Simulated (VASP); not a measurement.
Method: LDA (Ceperley-Alder, Perdew-Zunger), VASP's LDA PAW potentials (set 64) (plane waves; VASP).

VASP input:

KPOINTS:
```
K-points
0
gamma
6 6 6
0 0 0
```

INCAR:
```
SYSTEM = KMgF3
PREC = Accurate
ENCUT = 620
EDIFF = 1E-6
NELM = 100
ALGO = Normal
LREAL = .FALSE.
LASPH = .TRUE.
ISMEAR = 0
SIGMA = 0.05
LWAVE = .FALSE.
LCHARG = .FALSE.
IBRION = 2
ISIF = 3
NSW = 40
EDIFFG = -0.02
PSTRESS = 300
```

**POSCAR**
```
KMgF3
1
    3.6351275886    -0.0000000000    -0.0000000000
   -0.0000000000     3.6351275886     0.0000000000
   -0.0000000000    -0.0000000000     3.6351275886
K Mg F
1 1 3
Direct
  0.0000000000   0.0000000000   0.0000000000
  0.5000000000   0.5000000000   0.5000000000
  0.5000000000   0.0000000000   0.5000000000
  0.0000000000   0.5000000000   0.5000000000
  0.5000000000   0.5000000000   0.0000000000
```

POTCAR, in this order: K_sv Mg F (LDA.64 set). Program: vasp_std.

The run wrote:

File OSZICAR:
```
       N       E                     dE             d eps       ncg     rms          rms(c)
DAV:   1     0.291067998809E+03    0.29107E+03   -0.20463E+04   800   0.187E+03
DAV:   2    -0.164582651558E+02   -0.30753E+03   -0.29525E+03  1032   0.445E+02
DAV:   3    -0.282093751456E+02   -0.11751E+02   -0.11723E+02   952   0.870E+01
DAV:   4    -0.286089402647E+02   -0.39957E+00   -0.39890E+00  1368   0.142E+01
DAV:   5    -0.286118683752E+02   -0.29281E-02   -0.29279E-02   912   0.121E+00    0.986E+00
DAV:   6    -0.263331439069E+02    0.22787E+01   -0.87692E+00   968   0.285E+01    0.575E+00
DAV:   7    -0.262935528588E+02    0.39591E-01   -0.50268E-01  1044   0.506E+00    0.383E+00
DAV:   8    -0.262630500451E+02    0.30503E-01   -0.11920E-01   956   0.338E+00    0.617E-01
DAV:   9    -0.262581003938E+02    0.49497E-02   -0.52336E-02   960   0.181E+00    0.191E-01
DAV:  10    -0.262576886869E+02    0.41171E-03   -0.38924E-03  1016   0.497E-01    0.472E-02
DAV:  11    -0.262576980171E+02   -0.93302E-05   -0.76042E-05   996   0.784E-02    0.240E-02
DAV:  12    -0.262576864890E+02    0.11528E-04   -0.59586E-05   908   0.593E-02    0.124E-03
DAV:  13    -0.262576865742E+02   -0.85181E-07   -0.96445E-07   676   0.904E-03
   1 F= -.17263339E+02 E0= -.17263339E+02  d E =-.172633E+02
```

File OUTCAR:
```
------------------------ aborting loop because EDIFF is reached ----------------------------------------
  FORCE on cell =-STRESS in cart. coord.  units (eV):
  Direction    XX          YY          ZZ          XY          YZ          ZX
  --------------------------------------------------------------------------------------
  Total        8.9874388      8.9874388      8.9874388     -0.0000000     -0.0000000      0.0000000
  in kB      299.7695742    299.7695742    299.7695742     -0.0000000     -0.0000000      0.0000000
  external PRESSURE =      -0.2304258 kB  Pullay stress =     300.0000000 kB
  volume of cell :       48.04
      direct lattice vectors                 reciprocal lattice vectors
     3.635127589  0.000000000  0.000000000     0.275093508  0.000000000  0.000000000
     0.000000000  3.635127589  0.000000000     0.000000000  0.275093508  0.000000000
     0.000000000  0.000000000  3.635127589     0.000000000  0.000000000  0.275093508
 POSITION                                       TOTAL-FORCE (eV/Angst)
 -----------------------------------------------------------------------------------
      0.00000      0.00000      0.00000         0.000000      0.000000      0.000000
      1.81756      1.81756      1.81756         0.000000      0.000000      0.000000
      1.81756      0.00000      1.81756         0.000000      0.000000      0.000000
      0.00000      1.81756      1.81756         0.000000      0.000000      0.000000
      1.81756      1.81756      0.00000         0.000000      0.000000      0.000000
 -----------------------------------------------------------------------------------
    total drift:                                0.000000      0.000000     -0.000000
  FREE ENERGIE OF THE ION-ELECTRON SYSTEM (eV)
  ---------------------------------------------------
  free  energy   TOTEN  =       -26.2576865742 eV

  energy  without entropy=      -26.2576865742  energy(sigma->0) =      -26.25768657
  enthalpy is  TOTEN    =       -17.2633393711 eV   P V=        8.9943472031

 reached required accuracy - stopping structural energy minimisation
```
(Selected blocks of OUTCAR.)

The compound is KMgF3 in the cubic perovskite structure. It was relaxed first under an external pressure of 30 GPa.
